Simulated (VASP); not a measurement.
Input:

```
MgTe
1.0
    4.49184     0.00000     0.00000
   -2.24592     3.89005     0.00000
    0.00000     0.00000    14.70514
Mg Te
4 4
Direct
  0.00000   0.00000   0.00000
  0.00000   0.00000   0.50000
  0.66667   0.33333   0.75018
  0.33333   0.66667   0.25018
  0.00000   0.00000   0.81216
  0.00000   0.00000   0.31216
  0.66667   0.33333   0.56329
  0.33333   0.66667   0.06329
```

The numbers are results of PBE GGA, VASP's PBE PAW potentials (set 64) (plane waves; VASP), not measurements. Run with 300 eV cut-off, 5×5×2 Γ-centred mesh, first-order Methfessel-Paxton smearing of 0.20 eV, potentials Mg Te.

Q: Estimate the energy per atom (σ→0), pressure.

A: 
| Item | Value |
|---|---|
| energy per atom (σ→0) | -3.181 eV/atom |
| pressure | 2.79 GPa |

The absolute energy has meaning only against runs of the same code, potentials and settings.

The structure was generated: MgTe was put into an ordered model structure, which need not be its known phase. The cell was not relaxed at this level.
